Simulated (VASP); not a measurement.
Method: r2SCAN meta-GGA, VASP's PBE PAW potentials (set 64) (plane waves; VASP).

VASP ran on this input.

**INCAR**
```
! general
SYSTEM  = MgO
PREC    = Accurate
ENCUT   = 520   ! plane-wave cut-off (eV)
LREAL   = .False.   ! projection in real space or not
LASPH   = .True.

! electronic loop
EDIFF   = 1E-6
NELM    = 100
ALGO    = Normal
LMIXTAU = .True.

! smearing
ISMEAR  = 0   ! Gaussian
SIGMA   = 0.05   ! width (eV)

! functional
METAGGA = R2SCAN

! ions
IBRION  = 2   ! conjugate gradients
NSW     = 60   ! most ionic steps
ISIF    = 3
EDIFFG  = -0.01

! output
LWAVE   = .False.
LCHARG  = .False.
```

**KPOINTS**
```
Automatic mesh
0
Gamma
10 10 10
0 0 0
```

### POSCAR
```
MgO
1.0
  0.0000000000   2.1050000000   2.1050000000
  2.1050000000   0.0000000000   2.1050000000
  2.1050000000   2.1050000000   0.0000000000
Mg O
1 1
Cartesian
  0.0000000000   0.0000000000   0.0000000000
  2.1050000000   2.1050000000   2.1050000000
```

POTCAR, in this order: Mg O (PBE.64 set). Program: vasp_std.

The run wrote:

### OSZICAR
```
       N       E                     dE             d eps       ncg     rms          rms(c)
DAV:   1     0.699110016252E+01    0.69911E+01   -0.49235E+03   872   0.907E+02
DAV:   2    -0.194524718180E+02   -0.26444E+02   -0.25567E+02   864   0.147E+02
DAV:   3    -0.198453796087E+02   -0.39291E+00   -0.39291E+00  1016   0.198E+01
DAV:   4    -0.198460312853E+02   -0.65168E-03   -0.65168E-03   952   0.698E-01
DAV:   5    -0.198460317887E+02   -0.50341E-06   -0.50341E-06  1056   0.162E-02    0.682E+00
DAV:   6    -0.159481637594E+02    0.38979E+01   -0.49862E+00   752   0.156E+01    0.200E+00
DAV:   7    -0.163091569745E+02   -0.36099E+00   -0.12663E+00   760   0.952E+00    0.193E+00
DAV:   8    -0.160553693082E+02    0.25379E+00   -0.19719E+00   752   0.122E+01    0.195E+00
DAV:   9    -0.160904001130E+02   -0.35031E-01   -0.63992E-01   752   0.661E+00    0.439E-01
DAV:  10    -0.161599753478E+02   -0.69575E-01   -0.47169E-02   752   0.222E+00    0.153E-01
DAV:  11    -0.161602703090E+02   -0.29496E-03   -0.40348E-04  1040   0.205E-01    0.115E-01
DAV:  12    -0.161604077212E+02   -0.13741E-03   -0.57611E-04   792   0.233E-01    0.600E-02
DAV:  13    -0.161604365936E+02   -0.28872E-04   -0.61329E-04   784   0.267E-01    0.486E-03
DAV:  14    -0.161605333324E+02   -0.96739E-04   -0.30760E-05   752   0.900E-02    0.310E-03
DAV:  15    -0.161605214188E+02    0.11914E-04   -0.14694E-06   912   0.149E-02    0.415E-03
DAV:  16    -0.161605305299E+02   -0.91111E-05   -0.13260E-06   440   0.100E-02    0.805E-04
DAV:  17    -0.161605290689E+02    0.14610E-05   -0.13082E-07   416   0.560E-03    0.203E-04
DAV:  18    -0.161605297928E+02   -0.72394E-06   -0.44632E-09   416   0.107E-03
   1 F= -.16160530E+02 E0= -.16160530E+02  d E =-.161605E+02
       N       E                     dE             d eps       ncg     rms          rms(c)
DAV:   1    -0.161738003994E+02   -0.13271E-01   -0.26950E-01   752   0.548E+00    0.809E-01
DAV:   2    -0.161614134613E+02    0.12387E-01   -0.73672E-02   752   0.205E+00    0.996E-02
DAV:   3    -0.161616534567E+02   -0.24000E-03   -0.10106E-03   768   0.406E-01    0.437E-02
DAV:   4    -0.161611034967E+02    0.54996E-03   -0.29063E-04   752   0.252E-01    0.255E-02
DAV:   5    -0.161615392275E+02   -0.43573E-03   -0.12777E-04   752   0.167E-01    0.312E-03
DAV:   6    -0.161614650273E+02    0.74200E-04   -0.86345E-06   792   0.446E-02    0.204E-03
DAV:   7    -0.161614897957E+02   -0.24768E-04   -0.25591E-06   752   0.205E-02    0.102E-03
DAV:   8    -0.161614823380E+02    0.74576E-05   -0.58642E-07   768   0.110E-02    0.643E-05
DAV:   9    -0.161614858806E+02   -0.35426E-05   -0.31815E-08   392   0.279E-03    0.627E-05
DAV:  10    -0.161614857412E+02    0.13945E-06   -0.79608E-10   376   0.443E-04
   2 F= -.16161486E+02 E0= -.16161486E+02  d E =-.955948E-03
       N       E                     dE             d eps       ncg     rms          rms(c)
DAV:   1    -0.161626874167E+02   -0.12015E-02   -0.22180E-02   752   0.157E+00    0.232E-01
DAV:   2    -0.161617025883E+02    0.98483E-03   -0.60848E-03   752   0.589E-01    0.280E-02
DAV:   3    -0.161616227137E+02    0.79875E-04   -0.82215E-05   768   0.116E-01    0.123E-02
DAV:   4    -0.161617564480E+02   -0.13373E-03   -0.24936E-05   752   0.738E-02    0.739E-03
DAV:   5    -0.161616593128E+02    0.97135E-04   -0.11291E-05   752   0.493E-02    0.904E-04
DAV:   6    -0.161616822047E+02   -0.22892E-04   -0.76584E-07   784   0.131E-02    0.584E-04
DAV:   7    -0.161616751138E+02    0.70909E-05   -0.20666E-07   384   0.591E-03    0.244E-04
DAV:   8    -0.161616771335E+02   -0.20197E-05   -0.41695E-08   376   0.278E-03    0.445E-05
DAV:   9    -0.161616763542E+02    0.77927E-06   -0.22843E-09   376   0.616E-04
   3 F= -.16161676E+02 E0= -.16161676E+02  d E =-.114656E-02
```

OUTCAR:
```
------------------------ aborting loop because EDIFF is reached ----------------------------------------
  FORCE on cell =-STRESS in cart. coord.  units (eV):
  Direction    XX          YY          ZZ          XY          YZ          ZX
  --------------------------------------------------------------------------------------
  Total        0.0008615      0.0008615      0.0008615     -0.0000000     -0.0000000      0.0000000
  in kB        0.0747987      0.0747987      0.0747987     -0.0000000     -0.0000000      0.0000000
  external PRESSURE =       0.0747987 kB  Pullay stress =       0.0000000 kB
  volume of cell :       18.45
      direct lattice vectors                 reciprocal lattice vectors
    -0.000000000  2.097399927  2.097399927    -0.238390396  0.238390396  0.238390396
     2.097399927  0.000000000  2.097399927     0.238390396 -0.238390396  0.238390396
     2.097399927  2.097399927  0.000000000     0.238390396  0.238390396 -0.238390396
  FREE ENERGIE OF THE ION-ELECTRON SYSTEM (eV)
  ---------------------------------------------------
  free  energy   TOTEN  =       -16.1616763542 eV

  energy  without entropy=      -16.1616763542  energy(sigma->0) =      -16.16167635

 reached required accuracy - stopping structural energy minimisation
```
(Selected blocks of OUTCAR.)

File CONTCAR:
```
MgO
   1.00000000000000
    -0.0000000000000000    2.0973999269068879    2.0973999269068879
     2.0973999269068879    0.0000000000000000    2.0973999269068879
     2.0973999269068879    2.0973999269068879    0.0000000000000000
  Mg              O
     1     1
Direct
     0.0000000000000000    0.0000000000000000    0.0000000000000000
     0.5000000000000000    0.5000000000000000    0.5000000000000000
```

The compound is MgO in the rock salt structure. This run relaxes it. Symmetry was kept, so distortions that lower it aren't found.
